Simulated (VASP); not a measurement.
```xyz
3
Lattice="2.1200 -3.6719 0.0000 2.1200 3.6719 0.0000 0.0000 0.0000 6.8600" Properties=species:S:1:pos:R:3 pbc="T T T"
Cd     0.0000     0.0000     0.0000
I      2.1200     1.2240     1.7081
I      2.1200    -1.2240     5.1519
```

These are PBE GGA, VASP's PBE PAW potentials (set 64) (plane waves; VASP 6.6.1) values and carry that method's errors. Settings: 800 eV cut-off, 6×6×3 Γ-centred mesh, Gaussian smearing of 0.050 eV, potentials Cd I.

Problem. Predict the energy per atom (σ→0), pressure.

Solution. 
| Quantity | Result |
|---|---|
| energy per atom (σ→0) | -1.827 eV/atom |
| pressure | 2.09 GPa |

Only differences to runs with the same potentials and settings are physical.

The compound is CdI2 in the 1T layered structure. The cell was not relaxed at this level. The run is one of a series of settings (ENCUT = 800 against the base run), some of them coarse on purpose.
